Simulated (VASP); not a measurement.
An input for Quantum ESPRESSO's pw.x (written as the equivalent of a VASP run, and not itself run):

```
&CONTROL
  calculation = 'vc-relax'
  pseudo_dir = './pseudo'
  outdir = './out'
  tprnfor = .true.
  tstress = .true.
  nstep = 60
  forc_conv_thr = 0.00078
/
&SYSTEM
  ibrav = 0
  nat = 8
  ntyp = 1
  ecutwfc = 74
  occupations = 'smearing'
  smearing = 'methfessel-paxton'
  degauss = 0.00735
  input_dft = 'pbesol'
/
&ELECTRONS
  conv_thr = 7.3e-08
  electron_maxstep = 100
/
&IONS
/
&CELL
/
ATOMIC_SPECIES
  W 183.840 W.upf
CELL_PARAMETERS angstrom
     5.0362295    0.0000000   -0.0000000
     0.0000000    5.0362295    0.0000000
     0.0000000   -0.0000000    5.0362295
ATOMIC_POSITIONS crystal
  W    0.0000000  0.0000000  0.0000000
  W    0.5000000  0.5000000  0.5000000
  W    0.0000000  0.5000000  0.2500000
  W    0.0000000  0.5000000  0.7500000
  W    0.2500000  0.0000000  0.5000000
  W    0.7500000  0.0000000  0.5000000
  W    0.5000000  0.7500000  0.0000000
  W    0.5000000  0.2500000  0.0000000
K_POINTS automatic
  6 6 6 0 0 0
```

Question: Write the VASP files for the same calculation (PBEsol).

Answer: Several could match; the one computed here: 
KPOINTS:
```
kpoints
0
gamma
 6 6 6
```

POSCAR:
```
W
1.0
  5.0362294859   0.0000000000   0.0000000000
  0.0000000000   5.0362294859   0.0000000000
  0.0000000000   0.0000000000   5.0362294859
W
8
Cart
  0.0000000000   0.0000000000   0.0000000000
  2.5181147429   2.5181147429   2.5181147429
  0.0000000000   2.5181147429   1.2590573715
  0.0000000000   2.5181147429   3.7771721144
  1.2590573715   0.0000000000   2.5181147429
  3.7771721144   0.0000000000   2.5181147429
  2.5181147429   3.7771721144   0.0000000000
  2.5181147429   1.2590573715   0.0000000000
```

**INCAR**
```
SYSTEM = W
PREC = Accurate
ENCUT = 400
EDIFF = 1E-6
NELM = 100
ALGO = Normal
LREAL = .FALSE.
LASPH = .TRUE.
ISMEAR = 1
SIGMA = 0.1
GGA = PS
LMAXMIX = 6
LWAVE = .FALSE.
LCHARG = .FALSE.
IBRION = 2
ISIF = 3
NSW = 60
EDIFFG = -0.02
```

POTCAR, in this order: W_sv (PBE.64 set). Program: vasp_std.

Limits of the translation: the potentials are each code's own (VASP's PAW set, PseudoDojo norm-conserving files in pw.x), so ENCUT and ecutwfc are chosen apart and not converted; conv_thr bounds pw.x's estimated SCF error, while EDIFF bounds the energy change between steps; forc_conv_thr acts on force components and is met together with etot_conv_thr.

The structure comes from a measured W entry (Pm-3n) of the Crystallography Open Database, whose conditions weren't checked. It was relaxed first. The start is the result of an earlier pass.
